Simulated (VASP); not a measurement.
Data:

```yaml
crystal:
  lattice:
    - [0.00000, 2.68903, 2.68903]
    - [2.68903, 0.00000, 2.68903]
    - [2.68903, 2.68903, 0.00000]
  atoms:
    - { symbol: Si, position: [0.25000, 0.25000, 0.25000] }
    - { symbol: Si, position: [0.75000, 0.75000, 0.75000] }
    - { symbol: Ni, position: [0.00000, 0.00000, 0.00000] }
```

These are r2SCAN+rVV10, VASP's PBE PAW potentials (set 64) (plane waves; VASP 6.6.1) values and carry that method's errors. Numerical set-up: 520 eV cut-off, 11×11×11 Γ-centred mesh, tetrahedra with Blöchl corrections, potentials Si Ni.

Give the energies of bands 2 to 12 at the high-symmetry points, in eV from the Fermi level.

| band | Γ | X | U | L | W |
|---|---|---|---|---|---|
| 2 | -5.67 | -8.72 | -9.52 | -10.73 | -9.53 |
| 3 | -5.67 | -7.77 | -8.07 | -5.22 | -7.70 |
| 4 | -5.67 | -5.01 | -5.40 | -5.22 | -7.31 |
| 5 | -3.91 | -5.01 | -4.88 | -4.04 | -4.08 |
| 6 | -3.91 | -3.92 | -4.13 | -3.68 | -4.08 |
| 7 | 0.13 | -3.92 | -3.73 | -3.68 | -3.92 |
| 8 | 1.69 | -3.81 | -3.26 | -1.73 | -3.54 |
| 9 | 1.69 | -3.48 | -2.98 | -1.73 | -2.77 |
| 10 | 1.69 | -0.43 | 0.20 | 1.79 | 2.33 |
| 11 | 2.21 | 1.41 | 3.80 | 1.79 | 2.33 |
| 12 | 2.21 | 7.98 | 4.87 | 2.09 | 4.84 |

It has no gap at this level: it comes out as a metal or semimetal.

The compound is NiSi2 in the fluorite structure. It was relaxed first. The run is not spin-polarised, so no magnetic state was tried.
